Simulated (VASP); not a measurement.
Crystal: LuNi2B2C.

```
Lu Ni B C
1.0
    -1.73301    1.73301    5.27319
     1.73301   -1.73301    5.27319
     1.73301    1.73301   -5.27319
Lu Ni B C
1 2 2 1
Direct
  0.00000 0.00000 0.00000
  0.75000 0.25000 0.50000
  0.25000 0.75000 0.50000
  0.35902 0.35902 0.00000
  0.64098 0.64098 0.00000
  0.50000 0.50000 0.00000
```

The cell is a database's computed one.

- Program: VASP 6.6.1
- Task: relaxation of cell and atoms
- Functional: PBEsol
- Potentials or basis: VASP PAW PBE potentials, release 64 (Lu, Ni, B, C)
- Cutoff: 600 eV
- k mesh: 14 × 14 × 14
- Occupations: gaussian, width 0.1 eV
- Spin: no spin polarisation

At the start: pressure -5.1 GPa; volume 10.56 Å³/atom.

Task: How do energy, volume and symmetry change on relaxing?

Result: Over 7 steps the energy falls by 5.6 meV/atom and the volume is 10.26 Å³/atom (-2.8 %); space group I4/mmm (No. 139, to 0.05 Å).

The path:
| step | energy change (eV) | largest force (eV/Å) | pressure (GPa) | volume (Å³) |
| --- | --- | --- | --- | --- |
| 1 | 0.0000 | 0.3224 | -5.08 | 63.35 |
| 2 | -0.0155 | 0.0626 | 4.47 | 60.33 |
| 3 | -0.0334 | 0.1117 | 0.22 | 61.57 |
| 4 | -0.0335 | 0.0760 | -0.21 | 61.65 |
| 5 | -0.0337 | 0.0114 | -0.04 | 61.62 |
| 6 | -0.0338 | 0.0059 | -0.02 | 61.60 |
| 7 | -0.0339 | 0.0033 | 0.02 | 61.58 |

Final structure:
```
CELL_PARAMETERS angstrom
-1.71519 1.71519 5.23340
1.71519 -1.71519 5.23340
1.71519 1.71519 -5.23340
ATOMIC_POSITIONS crystal
Lu 0.00000 0.00000 0.00000
Ni 0.75000 0.25000 0.50000
Ni 0.25000 0.75000 0.50000
B 0.35768 0.35768 0.00000
B 0.64232 0.64232 0.00000
C 0.50000 0.50000 0.00000
```

Caveat: the PAW data sets were made with another functional, which shifts forces and pressure a little.
